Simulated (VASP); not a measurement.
Output of a VASP run:

File OSZICAR:
```
       N       E                     dE             d eps       ncg     rms          rms(c)
DAV:   1    -0.314367784635E+03   -0.31437E+03   -0.17118E-05  2016   0.282E-02    0.583E-03
RMM:   2    -0.314367784092E+03    0.54334E-06   -0.43391E-06  1399   0.606E-03    0.380E-03
RMM:   3    -0.314367783973E+03    0.11928E-06   -0.81416E-07  1050   0.226E-03    0.119E-03
RMM:   4    -0.314367783950E+03    0.22541E-07   -0.20505E-07  1018   0.964E-04
   1 F= -.31436778E+03 E0= -.31435364E+03  d E =-.282937E-01  mag=     3.0000
```

**OUTCAR**
```
------------------------ aborting loop because EDIFF is reached ----------------------------------------
  FORCE on cell =-STRESS in cart. coord.  units (eV):
  Direction    XX          YY          ZZ          XY          YZ          ZX
  --------------------------------------------------------------------------------------
  Total      -24.9086666    -25.4160463    -23.8602001     -0.7290068     -1.0419452      1.9421188
  in kB      -44.7389832    -45.6502986    -42.8558104     -1.3093846     -1.8714598      3.4882807
  external PRESSURE =     -44.4150307 kB  Pullay stress =       0.0000000 kB
  volume of cell :      892.02
      direct lattice vectors                 reciprocal lattice vectors
     4.932320695 -8.543031402  0.000000000     0.101372159 -0.058527234  0.000000000
     4.932320695  8.543031402  0.000000000     0.101372159  0.058527234  0.000000000
     0.000000000  0.000000000 10.584775419     0.000000000  0.000000000  0.094475316
 POSITION                                       TOTAL-FORCE (eV/Angst)
 -----------------------------------------------------------------------------------
      1.63273     -0.93846      2.64457         0.000689      0.008793     -0.006668
      1.65067      0.95276     10.56430        -0.000208     -0.002544     -0.005376
      1.64499     -0.93217      7.90811        -0.001650     -0.000180      0.001331
      1.81913      1.06108      5.18291         0.007694      0.003426     -0.001968
      3.16385      1.96035      2.80782        -0.001779      0.000290      0.012812
      3.28567      3.78327     10.56974        -0.000325     -0.002385     -0.010457
      3.31094      1.88407      7.87309        -0.002013     -0.004591     -0.017433
      3.28145      3.58071      5.19548         0.004832     -0.001657      0.001913
      4.91289      4.74366      2.64514        -0.007984     -0.002261     -0.000443
      4.93776      6.63798     10.58017         0.006373     -0.000751     -0.004738
      4.91765      4.73334      7.91191         0.003267      0.003496      0.004589
      4.94454      6.63436      5.28161         0.005733     -0.002485     -0.000195
      3.28455     -3.79562      2.65785         0.003415     -0.006400      0.003513
      3.27671     -1.89621      0.02312        -0.004367      0.007323     -0.000893
      3.29159     -3.79996      7.96011        -0.000430     -0.001264     -0.002990
      3.27175     -1.88385      5.31899         0.010618      0.000279     -0.004533
      4.90941     -0.90678      2.66107        -0.003261      0.018181     -0.003119
      4.89676      0.96661      0.05706        -0.006205     -0.001073      0.000686
      4.94882     -0.99780      7.99396         0.002577     -0.010838     -0.001296
      6.52628      1.89377      2.65874        -0.009138     -0.005817     -0.006064
      6.56634      3.80091      0.02432        -0.005540     -0.004318     -0.002777
      6.62468      1.90688      7.99376         0.009228      0.004185      0.001816
      6.55307      3.80209      5.31905         0.005105     -0.006847     -0.005234
      4.92903     -6.64050      2.65333        -0.000360      0.001590     -0.000724
      4.93373     -4.75229      0.00439         0.003439      0.001241     -0.006669
      4.96641     -6.65586      7.91983         0.006325      0.000860      0.004758
      4.92927     -4.74541      5.30729        -0.001888      0.003592     -0.003618
      6.56857     -3.80053      2.65414        -0.004999     -0.002819      0.000879
      6.57513     -1.90768      0.02976        -0.005904      0.002360      0.005428
      6.60026     -3.82386      7.92468         0.002829     -0.006661      0.005195
      6.61584     -1.92904      5.31846         0.001920      0.000332      0.000834
      8.21650     -0.95004      2.64649        -0.003885      0.000821     -0.007670
      8.22543      0.94899      0.02859        -0.006287      0.002585      0.002302
      8.23125     -0.95782      7.95601         0.013433     -0.005362     -0.001930
      8.26420      0.92517      5.31834        -0.001935     -0.000474     -0.006522
      1.66112     -0.90537      4.65634        -0.003669     -0.004031     -0.004056
      1.61112      0.93821      1.97034         0.001461      0.007186     -0.006708
      1.64531     -0.95208      9.92244        -0.000552      0.001691     -0.006263
      1.66261      0.95369      7.21649         0.000505     -0.013457      0.007614
      3.27727      3.82011      1.97712        -0.007238     -0.008058     -0.001002
      3.29360      1.89244      9.88066         0.000485     -0.003395      0.007505
      3.29186      3.77800      7.22579         0.005262      0.006887      0.004816
      4.89810      4.70488      4.65623         0.003737      0.002739     -0.005174
      4.92670      6.64262      2.00796        -0.001908      0.003862     -0.006369
      4.93185      4.74025      9.92686        -0.002679      0.002210     -0.009491
      4.93809      6.63853      7.28865         0.009684     -0.001635      0.004213
      3.27128     -3.78872      4.67246         0.002863     -0.001482      0.007739
      3.29166     -1.89167      2.04051         0.006280      0.007138      0.001514
      3.28116     -3.79668      9.96859         0.000462      0.004624      0.004671
      3.30223     -1.90319      7.31331        -0.002938      0.007610      0.004617
      4.94189     -0.76363      4.74183        -0.010761     -0.009796      0.015171
      4.84158      0.99883      2.07558        -0.007906      0.005221      0.013310
      4.92935     -0.93688      9.98809        -0.002249      0.001848     -0.005116
      5.02425      0.89426      7.21037        -0.003414      0.004434      0.029468
      6.42506      1.79591      4.73896         0.006447      0.016916      0.013354
      6.57087      3.78844      2.04137        -0.008988     -0.011776      0.002950
...
```
(Selected blocks of OUTCAR.)

### POSCAR
```
AlZn35O35
1
    4.9323206951    -8.5430314022     0.0000000000
    4.9323206951     8.5430314022     0.0000000000
    0.0000000000     0.0000000000    10.5847754187
Zn O Al
35 35 1
Direct
  0.2204392224   0.1105880726   0.2498465373
  0.1115695019   0.2230938647   0.9980657304
  0.2213136372   0.1121984208   0.7471211422
  0.1223073704   0.2465111322   0.4896572460
  0.2059926928   0.4354600112   0.2652693798
  0.1116508353   0.5544996047   0.9985790701
  0.2253679932   0.4459069164   0.7438127071
  0.1230780587   0.5422165730   0.4908441989
  0.2203967963   0.7756634569   0.2499006699
  0.1120487452   0.8890542269   0.9995648580
  0.2214833483   0.7755422621   0.7474803884
  0.1129482302   0.8895292399   0.4989820194
  0.5551095666   0.1108147583   0.2511013107
  0.4431470245   0.2211877509   0.0021839748
  0.5560761803   0.1112740778   0.7520339681
  0.4419210737   0.2214078664   0.5025129994
  0.5507490095   0.4446067397   0.2514050171
  0.4398222873   0.5529687753   0.0053908615
  0.5600709696   0.4432741658   0.7552320533
  0.5507461172   0.7724206965   0.2511848444
  0.4431879647   0.8881009109   0.0022976442
  0.5599541794   0.7831628449   0.7552129065
  0.4417733597   0.8868248168   0.5025188855
  0.8883168900   0.1110165076   0.2506743927
  0.7782808631   0.2220046198   0.0004149788
  0.8930053354   0.1139066754   0.7482281408
  0.7774266298   0.2219552887   0.5014082500
  0.8883046248   0.4434353819   0.2507503691
  0.7781862066   0.5548841922   0.0028113968
  0.8928825717   0.4452829270   0.7486870027
  0.7835634924   0.5577608789   0.5024635962
  0.8885271696   0.7773213014   0.2500278748
  0.7782882127   0.8893716276   0.0027008411
  0.8904781271   0.7783605795   0.7516468617
  0.7836120834   0.8919073973   0.5024513839
  0.2213806294   0.1154025413   0.4399095056
  0.1084124192   0.2182338517   0.1861485781
  0.2225117938   0.1110660147   0.9374257578
  0.1127257966   0.2243596085   0.6817802820
  0.1086430021   0.5558045183   0.1867888077
  0.2231198350   0.4446389014   0.9334788821
  0.1125869297   0.5548187966   0.6826590160
  0.2211666753   0.7718943476   0.4398990918
  0.1106563103   0.8882044902   0.1897024231
  0.2225186815   0.7773866609   0.9378431972
  0.1120503681   0.8891198300   0.6885974739
  0.5533599644   0.1098739274   0.4414316856
  0.4443968276   0.2229689371   0.1927778508
  0.5548272514   0.1104088974   0.9417852847
  0.4461431535   0.2233661397   0.6909274982
  0.5456631267   0.4562773402   0.4479855686
  0.4323422049   0.5492602170   0.1960913388
  0.5545317080   0.4448651904   0.9436278617
  0.4569808366   0.5616579364   0.6812022559
  0.5462125699   0.7564313467   0.4477150111
  0.4443768634   0.8878301087   0.1928592075
  0.5545273860   0.7757427307   0.9436063757
  0.4461375410   0.8892817800   0.6909685905
  0.8898291276   0.1116810035   0.4410108546
  0.7759290418   0.2210287627   0.1897896761
  0.8883754973   0.1101616710   0.9383748708
  0.7776984842   0.2220064893   0.6906914477
  0.8905370723   0.4446797313   0.4410825693
  0.7727694908   0.5531732056   0.1934002834
  0.8884264410   0.4441692957   0.9388638341
  0.7799399916   0.5558464222   0.6909654791
  0.8894134819   0.7777411101   0.4396416275
  0.7728835889   0.8857212006   0.1932855881
  0.8884673844   0.7771859164   0.9416144376
  0.7798070385   0.8902054858   0.6909201398
  0.4533571143   0.5603450309   0.5118981458
```

Task: Write an INCAR and KPOINTS that could have produced this output.

Result: Several could match; the one computed here: the input of the run itself, PBE GGA, plane waves, VASP's PBE PAW potentials (set 64).

### INCAR
```
# general
SYSTEM    =AlZn35O35
PREC      =Normal
ENCUT     =400
LREAL     =Auto
LASPH     =.TRUE.
ISYM      =0

# electronic loop
EDIFF     =1E-6
NELM      =100
NELMIN    =4
ALGO      =Fast
LMAXMIX   =4

# smearing
ISMEAR    =0
SIGMA     =0.05

# functional
GGA       =PE

# spin
ISPIN     =2
MAGMOM    =71*0.0423
NUPDOWN   =3

# output
LWAVE     =.FALSE.
LCHARG    =.FALSE.
LORBIT    =11

# other
LHYPERFINE=.TRUE.
```

### KPOINTS
```
Automatic mesh
0
Gamma
1 1 1
0 0 0
```

POTCAR, in this order: Zn O Al (PBE.64 set). Program: vasp_gam. Read from the step before: WAVECAR.

At this cut-off the stress carries a Pulay error, which pulls relaxed volumes low.  The supercell is sampled at Γ alone, which is coarse: total energies, pressure and levels can be off, energies of defects by several tenths of an eV.

The cell is a supercell with a defect, built from ZnO (wurtzite): Al_Zn-vac_O.
